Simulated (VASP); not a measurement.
# How precision settings and SCF threshold change a VASP run on Ta2C

Aim: find what the precision settings and SCF threshold change for Ta2C, and what they cost. The atoms are off their equilibrium sites, so that forces can be compared too. The series runs use PBEsol. The precision settings tried: PREC = Low; PREC = Medium; PREC = Normal; PREC = Single; PREC = Accurate; LREAL = Auto; ADDGRID = .TRUE.; LASPH = .FALSE.. The SCF threshold tried: EDIFF = 0.01; EDIFF = 0.001; EDIFF = 1E-04; EDIFF = 1E-05; EDIFF = 1E-06; EDIFF = 1E-08. The atoms of the start are displaced at random from the sites of a P-3m1 cell.

Calculated with VASP 6.6.1; PBEsol; plane waves and PAW (Ta_pv, C).

### Step 1. The structure

The structure is triclinic, space group P1 (No. 1). Conventional cell: a = 3.106 Å, b = 3.106 Å, c = 4.946 Å, α = 90.00°, β = 90.00°, γ = 120.00°. Ta has 3 C at 2.16 to 2.20 Å nearest. Nearest to Ta lie 3 C at 2.15 to 2.21 Å. Nearest to C lie 6 Ta at 2.15 to 2.21 Å. Farther neighbours are not listed.

Structure file:

```xyz
3
Lattice="3.1059 0.0000 0.0000 -1.5530 2.6898 0.0000 0.0000 0.0000 4.9464" Properties=species:S:1:pos:R:3 pbc="T T T"
Ta    0.0247    1.8150    1.2652
Ta    1.5429    0.8954    3.7353
C     0.0349   -0.0012    0.0297
```

### Step 2. Precision settings: PREC = Low

PREC sets the FFT grids, and LREAL, ADDGRID and LASPH trade speed for accuracy. PBEsol restores the gradient expansion of exchange and is tuned for the cells of solids.

Contents of INCAR:

```
SYSTEM = Ta2C
PREC = Low
ENCUT = 520
EDIFF = 1E-06
NELM = 100
ISMEAR = -1
SIGMA = 0.05
LREAL = .FALSE.
ALGO = Normal
GGA = PS
NBANDS = 19
LASPH = .TRUE.
LORBIT = 11
LWAVE = .FALSE.
LCHARG = .FALSE.
KPAR = 4
ISIF = 2
```

Contents of POSCAR:

```
Ta2C
1.0
    3.1059000000      0.0000000000      0.0000000000
   -1.5529500000      2.6897883016      0.0000000000
    0.0000000000      0.0000000000      4.9464000000
Ta C
2 1
Direct
    0.3453200000      0.6747570000      0.2557890000
    0.6631940000      0.3328790000      0.7551480000
    0.0109990000     -0.0004500000      0.0059950000
```

Contents of KPOINTS:

```
Automatic mesh
0
Gamma
8 8 5
0 0 0
```

Potentials, in the order of the species: Ta_pv and C (PBE family, release 64).

Command:

```
$ mpirun -np 4 vasp_std
```

The log of the run:

```text
[banner, memory and clock lines left out]
running    4 mpi-ranks, on    1 nodes
 distrk:  each k-point on    1 cores,    4 groups
 distr:  one band on    1 cores,    1 groups

 POSCAR found type information on POSCAR TaC
 POSCAR found :  2 types and       3 ions
|                                                                             |
|               ----> ADVICE to this user running VASP <----                  |
|                                                                             |
|     You enforced a specific xc type in the INCAR file but a different       |
|     [... a line on the potential file left out ...]
|     I HOPE YOU KNOW WHAT YOU ARE DOING!                                     |
|                                                                             |

 LDA part: xc-table for (Slater+PW92), standard interpolation
 POSCAR, INCAR and KPOINTS ok, starting setup
 FFT: planning ... GRIDC
 FFT: planning ... GRID_SOFT
 FFT: planning ... GRID
 WAVECAR not read
 entering main loop
       N       E                     dE             d eps       ncg     rms          rms(c)
DAV:   1     0.195777272558E+03    0.19578E+03   -0.15053E+04  6156   0.143E+03
DAV:   2    -0.326624348087E+02   -0.22844E+03   -0.22394E+03  7003   0.389E+02
DAV:   3    -0.405725465383E+02   -0.79101E+01   -0.78320E+01  8015   0.647E+01
DAV:   4    -0.406670327333E+02   -0.94486E-01   -0.93724E-01  7763   0.676E+00
DAV:   5    -0.406679748150E+02   -0.94208E-03   -0.94139E-03  7720   0.611E-01    0.283E+01
DAV:   6    -0.369323564646E+02    0.37356E+01   -0.20068E+01  7358   0.252E+01    0.121E+01
DAV:   7    -0.367232775574E+02    0.20908E+00   -0.13743E+00  6880   0.741E+00    0.563E+00
DAV:   8    -0.366799043545E+02    0.43373E-01   -0.17238E-01  7418   0.288E+00    0.531E-01
DAV:   9    -0.366757105857E+02    0.41938E-02   -0.24237E-02  7442   0.947E-01    0.179E-01
DAV:  10    -0.366753475100E+02    0.36308E-03   -0.29952E-03  7987   0.495E-01    0.701E-02
DAV:  11    -0.366753370444E+02    0.10466E-04   -0.34244E-04  8180   0.198E-01    0.365E-02
DAV:  12    -0.366753171929E+02    0.19851E-04   -0.18208E-04  6876   0.790E-02    0.195E-02
DAV:  13    -0.366753156216E+02    0.15713E-05   -0.17097E-05  6913   0.248E-02    0.575E-03
DAV:  14    -0.366753154279E+02    0.19371E-06   -0.11039E-06  3764   0.941E-03
   1 F= -.36675315E+02 E0= -.36671710E+02  d E =-.721108E-02
```

Wall time 27 s (4 MPI ranks of AMD EPYC 7R43, shared host); peak memory 0.67 GiB; 1.7 min of CPU time.

The logs omit lines about the potential files and the build; timing stands in the text.

Parts of OUTCAR (step 2):

```text
ion  position               nearest neighbor table
   1  0.345  0.675  0.256-   3 2.16   3 2.18   3 2.20   2 3.04   2 3.04   2 3.04   2 3.05   2 3.08
                             2 3.08
   2  0.663  0.333  0.755-   3 2.15   3 2.18   3 2.21   1 3.04   1 3.04   1 3.04   1 3.05   1 3.08
                             1 3.08
   3  0.011  1.000  0.006-   2 2.15   1 2.16   1 2.18   2 2.18   1 2.20   2 2.21

  LATTYP: Found a hexagonal cell.
 ALAT       =     3.1059000000
 C/A-ratio  =     1.5925818603

 Subroutine GETGRP returns: Found  1 space group operations
 (whereof  1 operations were pure point group operations)

The static configuration has the point symmetry C_1 .

 Found    162 irreducible k-points:

   k-points           NKPTS =    162   k-points in BZ     NKDIM =    162   number of bands    NBANDS=     19

   dimension x,y,z NGX =    18 NGY =   18 NGZ =   28
   dimension x,y,z NGXF=    20 NGYF=   20 NGZF=   30

   ENCUT  =  520.0 eV  38.22 Ry    6.18 a.u.   5.77  5.77  9.20*2*pi/ulx,y,z

   NELECT =      26.0000    total number of electrons

 k-points in reciprocal lattice and weights: Automatic mesh
   0.00000000  0.00000000  0.00000000       0.003
   0.12500000  0.00000000  0.00000000       0.006
   0.00000000  0.12500000  0.00000000       0.006
  -0.12500000  0.12500000  0.00000000       0.006
   0.25000000  0.00000000  0.00000000       0.006
   0.00000000  0.25000000  0.00000000       0.006
  -0.25000000  0.25000000  0.00000000       0.006
   0.37500000  0.00000000  0.00000000       0.006
   0.00000000  0.37500000  0.00000000       0.006
[...]
0.25000000  0.37500000  0.40000000       0.006
  -0.37500000 -0.37500000  0.40000000       0.006

 average (electrostatic) potential at core
       1 -35.9409       2 -35.9427       3 -48.4533

 E-fermi :   6.3559

 k-point     1 :       0.0000    0.0000    0.0000
  band No.  band energies     occupation
    ...
      8      -0.4862      2.00000
      9       2.7078      2.00000
     10       2.7300      2.00000
     11       3.4079      2.00000
     12       6.3364      1.19306
     13       6.8569      0.00009
     14       6.9068      0.00003
     15       7.4104      0.00000
     16       7.6029      0.00000
     17       8.6938      0.00000
    ...

 k-point     2 :       0.1250    0.0000    0.0000
  band No.  band energies     occupation
    ...
      8      -0.0540      2.00000
      9       1.6121      2.00000
     10       2.7811      2.00000
     11       3.9469      2.00000
     12       5.7739      1.99998
     13       6.4958      0.11485
     14       7.0900      0.00000
     15       7.1268      0.00000
     16       7.3629      0.00000
     17       9.2089      0.00000
    ...

 k-point     3 :       0.0000    0.1250    0.0000
  band No.  band energies     occupation
    ...
      8      -0.0559      2.00000
      9       1.6480      2.00000
     10       2.7520      2.00000
     11       3.9248      2.00000
     12       5.7960      1.99997
     13       6.4506      0.26163
     14       7.0768      0.00000
     15       7.2002      0.00000
     16       7.3373      0.00000
     17       9.3091      0.00000
    ...

  Total       -0.3901119     -0.4328535     -0.5359379      0.0174577     -0.2268459     -0.3146271
  in kB      -15.1253338    -16.7825009    -20.7792666      0.6768672     -8.7952200    -12.1986542
  external PRESSURE =     -17.5623671 kB  Pullay stress =       0.0000000 kB

  energy-cutoff  :      520.00
  volume of cell :       41.32
      direct lattice vectors                 reciprocal lattice vectors
     3.105900000  0.000000000  0.000000000     0.321967868  0.185888235  0.000000000
    -1.552950000  2.689788302  0.000000000     0.000000000  0.371776470  0.000000000
     0.000000000  0.000000000  4.946400000     0.000000000  0.000000000  0.202167233

 POSITION                                       TOTAL-FORCE (eV/Angst)
 -----------------------------------------------------------------------------------
      0.02467      1.81495      1.26523         0.095260     -0.220082      0.376070
      1.54287      0.89537      3.73526         0.427164      0.018045     -0.338509
     -1.51809      2.68858      0.02965        -0.522424      0.202037     -0.037560
 -----------------------------------------------------------------------------------
    total drift:                                0.000155     -0.002256     -0.000429

  FREE ENERGIE OF THE ION-ELECTRON SYSTEM (eV)
  ---------------------------------------------------
  free  energy   TOTEN  =       -36.6753154279 eV

  energy  without entropy=      -36.6681043475  energy(sigma->0) =      -36.67170989

 total charge
# of ion       s       p       d       tot
------------------------------------------
    1        0.330   6.253   2.337   8.920
    2        0.330   6.252   2.336   8.918
    3        0.876   1.585   0.000   2.460
--------------------------------------------------
tot          1.536  14.089   4.673  20.298

[... 3 further parts left out ...]
```

The k-mesh is coarse for a metal. The PAW data sets were made with PBE, which is usual practice but a small mismatch for other functionals.

Numbers from this step:

* SCF cycles: 14
* electrons: 26
* bands: 19
* irreducible k-points: 162
* symmetry operations: 1
* free energy (TOTEN): -36.68 eV
* energy at zero smearing: -36.67 eV
* Fermi energy: 6.356 eV
* pressure: -1.756 GPa
* metallic: yes

The series starts at -12.2239 eV an atom and -1.76 GPa, after 14 cycles in 27 s.

### Step 3. Precision settings: PREC = Medium

Edit INCAR of step 2 so:

```diff
@@ -1,3 +1,3 @@
 SYSTEM = Ta2C
-PREC = Low
+PREC = Medium
 ENCUT = 520
```

POSCAR is that of step 2.

KPOINTS is that of step 2.

Command:

```
$ mpirun -np 4 vasp_std
```

The log of the run:

```text
[banner, memory and clock lines left out]
running    4 mpi-ranks, on    1 nodes
[...]
[... a notice as in an earlier step ...]

 LDA part: xc-table for (Slater+PW92), standard interpolation
 POSCAR, INCAR and KPOINTS ok, starting setup
[...]
entering main loop
       N       E                     dE             d eps       ncg     rms          rms(c)
DAV:   1     0.195777364458E+03    0.19578E+03   -0.15053E+04  6156   0.143E+03
DAV:   2    -0.326620016410E+02   -0.22844E+03   -0.22394E+03  7003   0.389E+02
DAV:   3    -0.405720256344E+02   -0.79100E+01   -0.78319E+01  8015   0.647E+01
DAV:   4    -0.406665104049E+02   -0.94485E-01   -0.93723E-01  7763   0.676E+00
[...]
DAV:  12    -0.366749588869E+02    0.19851E-04   -0.18205E-04  6876   0.789E-02    0.195E-02
DAV:  13    -0.366749573175E+02    0.15694E-05   -0.17086E-05  6913   0.248E-02    0.575E-03
DAV:  14    -0.366749571223E+02    0.19514E-06   -0.11032E-06  3764   0.941E-03
   1 F= -.36674957E+02 E0= -.36671352E+02  d E =-.721086E-02
```

The job ended after 26 s (4 MPI ranks; peak memory 0.7 GiB).

OUTCAR, selected parts (step 3):

```text
  Total       -0.3905825     -0.4315566     -0.5422549      0.0169816     -0.2266795     -0.3141138
  in kB      -15.1435805    -16.7322190    -21.0241895      0.6584058     -8.7887694    -12.1787518
  external PRESSURE =     -17.6333297 kB  Pullay stress =       0.0000000 kB

 POSITION                                       TOTAL-FORCE (eV/Angst)
 -----------------------------------------------------------------------------------
      0.02467      1.81495      1.26523         0.096908     -0.218280      0.374838
      1.54287      0.89537      3.73526         0.425258      0.017149     -0.338821
     -1.51809      2.68858      0.02965        -0.522166      0.201131     -0.036017
 -----------------------------------------------------------------------------------
    total drift:                                0.000492      0.000291     -0.000570

  FREE ENERGIE OF THE ION-ELECTRON SYSTEM (eV)
  ---------------------------------------------------
  free  energy   TOTEN  =       -36.6749571223 eV

  energy  without entropy=      -36.6677462650  energy(sigma->0) =      -36.67135169

[... 2 parts as in an earlier step ...]

[... 1 further part left out ...]
[key lines of the parts left out:]
E-fermi :   6.3559
```

Against the first of the series the energy moves by +0.12 meV an atom and the pressure by -0.01 GPa, after 14 cycles in 26 s.

### Step 4. Precision settings: PREC = Normal

Edit INCAR of step 3 so:

```diff
@@ -1,3 +1,3 @@
 SYSTEM = Ta2C
-PREC = Medium
+PREC = Normal
 ENCUT = 520
```

POSCAR is that of step 3.

KPOINTS is that of step 3.

Command:

```
$ mpirun -np 4 vasp_std
```

The log of the run:

```text
[... set-up lines as in an earlier step ...]
 entering main loop
       N       E                     dE             d eps       ncg     rms          rms(c)
DAV:   1     0.195777380761E+03    0.19578E+03   -0.15053E+04  6156   0.143E+03
DAV:   2    -0.326619593236E+02   -0.22844E+03   -0.22394E+03  7003   0.389E+02
DAV:   3    -0.405719769015E+02   -0.79100E+01   -0.78319E+01  8015   0.647E+01
DAV:   4    -0.406664615530E+02   -0.94485E-01   -0.93723E-01  7763   0.676E+00
[...]
DAV:  12    -0.366749254114E+02    0.19850E-04   -0.18204E-04  6876   0.789E-02    0.195E-02
DAV:  13    -0.366749238419E+02    0.15695E-05   -0.17085E-05  6913   0.248E-02    0.575E-03
DAV:  14    -0.366749236470E+02    0.19487E-06   -0.11032E-06  3764   0.941E-03
   1 F= -.36674924E+02 E0= -.36671318E+02  d E =-.721084E-02
```

It took 24 s on 4 MPI ranks; peak memory 0.74 GiB.

OUTCAR, selected parts (step 4):

```text
  Total       -0.3906031     -0.4313019     -0.5433744      0.0168458     -0.2268144     -0.3145135
  in kB      -15.1443791    -16.7223456    -21.0675954      0.6531408     -8.7939988    -12.1942489
  external PRESSURE =     -17.6447734 kB  Pullay stress =       0.0000000 kB

 POSITION                                       TOTAL-FORCE (eV/Angst)
 -----------------------------------------------------------------------------------
      0.02467      1.81495      1.26523         0.096093     -0.218461      0.374736
      1.54287      0.89537      3.73526         0.425428      0.017280     -0.338666
     -1.51809      2.68858      0.02965        -0.521521      0.201182     -0.036071
 -----------------------------------------------------------------------------------
    total drift:                               -0.000142      0.000101     -0.000522

  FREE ENERGIE OF THE ION-ELECTRON SYSTEM (eV)
  ---------------------------------------------------
  free  energy   TOTEN  =       -36.6749236470 eV

  energy  without entropy=      -36.6677128078  energy(sigma->0) =      -36.67131823

[... 2 parts as in an earlier step ...]

[... 1 further part left out ...]
[key lines of the parts left out:]
E-fermi :   6.3559
```

Against the first of the series the energy moves by +0.13 meV an atom and the pressure by -0.01 GPa, after 14 cycles in 24 s.

### Step 5. Precision settings: PREC = Single

Edit INCAR of step 4 so:

```diff
@@ -1,3 +1,3 @@
 SYSTEM = Ta2C
-PREC = Normal
+PREC = Single
 ENCUT = 520
```

POSCAR is that of step 4.

KPOINTS is that of step 4.

Command:

```
$ mpirun -np 4 vasp_std
```

The log of the run:

```text
[... set-up lines as in an earlier step ...]
 entering main loop
       N       E                     dE             d eps       ncg     rms          rms(c)
DAV:   1     0.195778717783E+03    0.19578E+03   -0.15053E+04  6156   0.143E+03
DAV:   2    -0.326620553072E+02   -0.22844E+03   -0.22394E+03  7003   0.389E+02
DAV:   3    -0.405721562432E+02   -0.79101E+01   -0.78319E+01  8015   0.647E+01
DAV:   4    -0.406666430425E+02   -0.94487E-01   -0.93725E-01  7763   0.676E+00
[...]
DAV:  12    -0.366750506150E+02    0.19848E-04   -0.18204E-04  6876   0.789E-02    0.195E-02
DAV:  13    -0.366750490447E+02    0.15703E-05   -0.17090E-05  6913   0.248E-02    0.575E-03
DAV:  14    -0.366750488493E+02    0.19543E-06   -0.11033E-06  3764   0.941E-03
   1 F= -.36675049E+02 E0= -.36671443E+02  d E =-.721088E-02
```

Run time: 43 s. Hardware: 4 MPI ranks; peak memory 0.69 GiB; 2.8 min of CPU time.

Parts of OUTCAR (step 5):

```text
  Total       -0.3880107     -0.4287603     -0.5423994      0.0163421     -0.2265242     -0.3145387
  in kB      -15.0438671    -16.6238028    -21.0297925      0.6336107     -8.7827471    -12.1952269
  external PRESSURE =     -17.5658208 kB  Pullay stress =       0.0000000 kB

 POSITION                                       TOTAL-FORCE (eV/Angst)
 -----------------------------------------------------------------------------------
      0.02467      1.81495      1.26523         0.095447     -0.219016      0.374950
      1.54287      0.89537      3.73526         0.426575      0.017576     -0.339292
     -1.51809      2.68858      0.02965        -0.522021      0.201439     -0.035657
 -----------------------------------------------------------------------------------
    total drift:                               -0.001094     -0.000528     -0.002108

  FREE ENERGIE OF THE ION-ELECTRON SYSTEM (eV)
  ---------------------------------------------------
  free  energy   TOTEN  =       -36.6750488493 eV

  energy  without entropy=      -36.6678379720  energy(sigma->0) =      -36.67144341

[... 2 parts as in an earlier step ...]

[... 1 further part left out ...]
[key lines of the parts left out:]
E-fermi :   6.3559
```

Against the first of the series the energy moves by +0.09 meV an atom while the pressure stays within 0.01 GPa, after 14 cycles in 43 s.

### Step 6. Precision settings: PREC = Accurate

Edit INCAR of step 5 so:

```diff
@@ -1,3 +1,3 @@
 SYSTEM = Ta2C
-PREC = Single
+PREC = Accurate
 ENCUT = 520
```

POSCAR is that of step 5.

KPOINTS is that of step 5.

Command:

```
$ mpirun -np 4 vasp_std
```

The log of the run:

```text
[... set-up lines as in an earlier step ...]
 entering main loop
       N       E                     dE             d eps       ncg     rms          rms(c)
DAV:   1     0.195778777086E+03    0.19578E+03   -0.15053E+04  6156   0.143E+03
DAV:   2    -0.326619257507E+02   -0.22844E+03   -0.22394E+03  7003   0.389E+02
DAV:   3    -0.405720089034E+02   -0.79101E+01   -0.78319E+01  8015   0.647E+01
DAV:   4    -0.406664953726E+02   -0.94486E-01   -0.93725E-01  7763   0.676E+00
[...]
DAV:  12    -0.366749416202E+02    0.19848E-04   -0.18204E-04  6876   0.789E-02    0.195E-02
DAV:  13    -0.366749400495E+02    0.15706E-05   -0.17087E-05  6913   0.248E-02    0.575E-03
DAV:  14    -0.366749398542E+02    0.19535E-06   -0.11032E-06  3764   0.941E-03
   1 F= -.36674940E+02 E0= -.36671334E+02  d E =-.721084E-02
```

Wall time 46 s (4 MPI ranks); peak memory 0.83 GiB.

OUTCAR, selected parts (step 6):

```text
  Total       -0.3907700     -0.4313928     -0.5431068      0.0169613     -0.2267473     -0.3145670
  in kB      -15.1508509    -16.7258698    -21.0572212      0.6576210     -8.7913967    -12.1963222
  external PRESSURE =     -17.6446473 kB  Pullay stress =       0.0000000 kB

 POSITION                                       TOTAL-FORCE (eV/Angst)
 -----------------------------------------------------------------------------------
      0.02467      1.81495      1.26523         0.095845     -0.218575      0.375066
      1.54287      0.89537      3.73526         0.425614      0.017346     -0.338518
     -1.51809      2.68858      0.02965        -0.521459      0.201230     -0.036548
 -----------------------------------------------------------------------------------
    total drift:                               -0.000025     -0.000019     -0.000020

  FREE ENERGIE OF THE ION-ELECTRON SYSTEM (eV)
  ---------------------------------------------------
  free  energy   TOTEN  =       -36.6749398542 eV

  energy  without entropy=      -36.6677290108  energy(sigma->0) =      -36.67133443

[... 2 parts as in an earlier step ...]

[... 1 further part left out ...]
[key lines of the parts left out:]
E-fermi :   6.3559
```

Against the first of the series the energy moves by +0.13 meV an atom and the pressure by -0.01 GPa, after 14 cycles in 46 s.

(Part 1 of 3 ends here.)

[Lines on the potential files, build, host, timing and source positions are cut from VASP's logs without a mark.]

[Logs are printed without paths, hosts, clocks, repeated set-up lines and the standing remarks that a program may print on its own settings, such as how far it seeks lower states.]

[Hosts, paths, dates, database ids (printed as entryN), source tags and the programs' standing remarks are cut or masked in the printed files.]

[A measured line is paired with the nearest computed mode of its activity, which favours agreement.]
